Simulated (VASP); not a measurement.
Here is the system:

```
CELL_PARAMETERS angstrom
      0.00000     3.18581     3.18581
      3.18581     0.00000     3.18581
      3.18581     3.18581     0.00000
ATOMIC_POSITIONS crystal
  Sn 0.00000 0.00000 0.00000
  Te 0.50000 0.50000 0.50000
```

Computed with PBE GGA, VASP's PBE PAW potentials (set 64) (plane waves; VASP). Settings: 480 eV cut-off, 7×7×7 Γ-centred mesh, Gaussian smearing of 0.050 eV, potentials Sn Te.

**Question.** The ions, cell shape and volume are relaxed. Predict the relaxed structure.

**Answer.** 
```
CELL_PARAMETERS angstrom
      0.00000     3.20061     3.20061
      3.20061     0.00000     3.20061
      3.20061     3.20061     0.00000
ATOMIC_POSITIONS crystal
  Sn 0.00000 0.00000 0.00000
  Te 0.50000 0.50000 0.50000
```
Space group Fm-3m (225), at a tolerance of 0.03 Å.

**Question.** How do energy and volume change from the first to the last step?

**Answer.** The energy (σ→0) changes by -0.8 meV/atom and the volume by +1.4 %, in 3 ionic steps.

The structure comes from a computed database's SnTe entry (Fm-3m); how it stands against other phases isn't given here. This run relaxes it. Symmetry was kept, so distortions that lower it aren't found.
